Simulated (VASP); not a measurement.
Input:

```xyz
8
Lattice="-2.5651 2.5651 4.9863 2.5651 -2.5651 4.9863 2.5651 2.5651 -4.9863" Properties=species:S:1:pos:R:3 pbc="T T T"
Zn     0.0000     0.0000     0.0000
Zn     0.0000     2.5651     2.4932
Si     0.0000     0.0000     4.9863
Si     2.5651     0.0000     2.4932
P      1.2163     1.2826     6.2329
P      1.2826    -1.2163     3.7397
P      1.3489     1.2826     1.2466
P      1.2826     3.7814    -1.2466
```

The numbers are results of PBE GGA, VASP's PBE PAW potentials (set 64) (plane waves; VASP), not measurements. Settings: 500 eV cut-off, 6×6×6 Γ-centred mesh, Gaussian smearing of 0.050 eV, potentials Zn Si P.

Energy and stress use the plane-wave basis of the starting cell.

The ions, cell shape and volume at an external pressure of 30.0 GPa are relaxed. Predict the relaxed structure.

```xyz
8
Lattice="-2.5188 2.5188 4.8956 2.5188 -2.5188 4.8956 2.5188 2.5188 -4.8956" Properties=species:S:1:pos:R:3 pbc="T T T"
Zn     0.0000     0.0000     0.0000
Zn     0.0000     2.5188     2.4478
Si     0.0000     0.0000     4.8956
Si     2.5188     0.0000     2.4478
P      1.2016     1.2594     6.1194
P      1.2594    -1.2016     3.6717
P      1.3173     1.2594     1.2239
P      1.2594     3.7204    -1.2239
```
Space group I-42d (122), at a tolerance of 0.03 Å.

How do energy and volume change from the first to the last step?

The energy (σ→0) changes by +135.3 meV/atom and the volume by -5.3 %, in 9 ionic steps.

```
step  E(σ→0) (eV)  max force (eV/Å)  pressure (GPa)  volume (Å³)
----  -----------  ----------------  --------------  -----------
1        -35.9362             0.004           20.02       131.24
2        -31.9157             0.455           53.56       112.76
3        -34.9011             0.143           29.67       124.51
4        -34.8666             0.147           29.98       124.32
5        -34.8411             0.150           30.21       124.18
6        -34.8314             0.022           30.24       124.12
7        -34.8299             0.005           30.22       124.11
8        -34.8948             0.003           29.67       124.46
9        -34.8537             0.001           30.01       124.24
```

The compound is ZnSiP2 in the chalcopyrite structure. This run relaxes it under an external pressure of 30 GPa. Symmetry was kept, so distortions that lower it aren't found.
